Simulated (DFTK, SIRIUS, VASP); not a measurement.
HfIn4SiO6: 3 runs at one level of theory

```xyz
12
Lattice="2.7159 -4.7036 0.0083 2.7159 4.7036 0.0083 -1.8792 0.0000 7.4013" Properties=species:S:1:pos:R:3 pbc="T T T"
Hf    2.7159   -2.7125    0.0083
In    1.7763   -1.1453    3.7090
In    2.7159    0.4231    0.0083
In    1.7763    2.0313    3.7090
In    1.7763   -4.3098    3.7090
Si    2.7159    3.5589    0.0083
O    -1.1497    0.2444    6.4159
O     4.7022    0.2444    1.0021
O     1.9910   -1.2091    6.4253
O     1.5616   -1.2091    0.9927
O     1.8741    2.2355    0.9933
O     1.6785    2.2355    6.4246
```

The cell comes from a database or a generator and needn't be the stable form of this composition.

Alike in all runs: task single point; functional PBE; k mesh 6 × 6 × 4; occupations fermi-dirac, width 0.05 eV; no spin polarisation; no spin-orbit coupling. A missing gap at this level doesn't show that the real crystal is a metal. Pressure is positive in compression and, in plane waves, holds the error of the finite cutoff.

```csv
program and potentials,plane-wave cutoff (eV),notes,band gap (eV),pressure (GPa),largest force (eV/Å)
"VASP, PBE PAW files Hf_pv, In_d, O, Si, 520 eV",520,8.5 valence electrons an atom on average,no gap,-0.39,0.132
"DFTK, PseudoDojo SR PBE 0.4.1 standard (PBE)",1143,8.67 valence electrons an atom on average,no gap,-0.43,0.097
"SIRIUS, PseudoDojo 0.4.1 PBE standard (scalar relativistic)",1152,8.67 valence electrons an atom on average,no gap,-0.43,0.096
```

Force on atom 9 (O), eV/Å:

| program and potentials | x | y | z |
| --- | --- | --- | --- |
| VASP, PBE PAW files Hf_pv, In_d, O, Si, 520 eV | -0.076 | -0.105 | 0.026 |
| DFTK, PseudoDojo SR PBE 0.4.1 standard (PBE) | -0.032 | -0.076 | 0.051 |
| SIRIUS, PseudoDojo 0.4.1 PBE standard (scalar relativistic) | -0.032 | -0.075 | 0.051 |

None finds a gap. The pressure spans -0.43 (SIRIUS, PseudoDojo 0.4.1 PBE standard (scalar relativistic)) to -0.39 GPa (VASP, PBE PAW files Hf_pv, In_d, O, Si, 520 eV).

The functional is the same throughout but for its coding, so the spread measures potentials, basis and numerics; runs on potential files found faulty are left out.
